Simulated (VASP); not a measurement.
Data:

```yaml
crystal:
  lattice:
    - [1.46464, -2.53682, 0.00000]
    - [1.46464, 2.53682, 0.00000]
    - [0.00000, 0.00000, 2.85331]
  atoms:
    - { symbol: W, position: [0.00000, 0.00000, 0.00000] }
    - { symbol: C, position: [0.33333, 0.66667, 0.50000] }
```

All values below come from optB88-vdW, VASP's PBE PAW potentials (set 64) (plane waves; VASP). Run with 520 eV cut-off, Gaussian smearing of 0.050 eV, potentials W_sv C.

Give the energies of bands 6 to 12 at the high-symmetry points, in eV from the Fermi level.

| band | Γ | M | K | A | L | H |
|---|---|---|---|---|---|---|
| 6 | -4.11 | -6.79 | -6.34 | -8.37 | -6.21 | -6.91 |
| 7 | -3.21 | -3.46 | -4.33 | -1.94 | -4.16 | -5.19 |
| 8 | -3.21 | -3.39 | -3.31 | -1.94 | -4.01 | -1.52 |
| 9 | 0.14 | -0.42 | 0.67 | -0.53 | 0.33 | -0.60 |
| 10 | 3.13 | 2.29 | 0.95 | -0.53 | 4.24 | 4.24 |
| 11 | 3.13 | 4.36 | 2.00 | 3.56 | 5.10 | 6.13 |
| 12 | 5.49 | 4.68 | 3.18 | 4.49 | 6.47 | 7.30 |

It has no gap at this level: it comes out as a metal or semimetal.

The compound is WC in the wc structure. It was relaxed first.
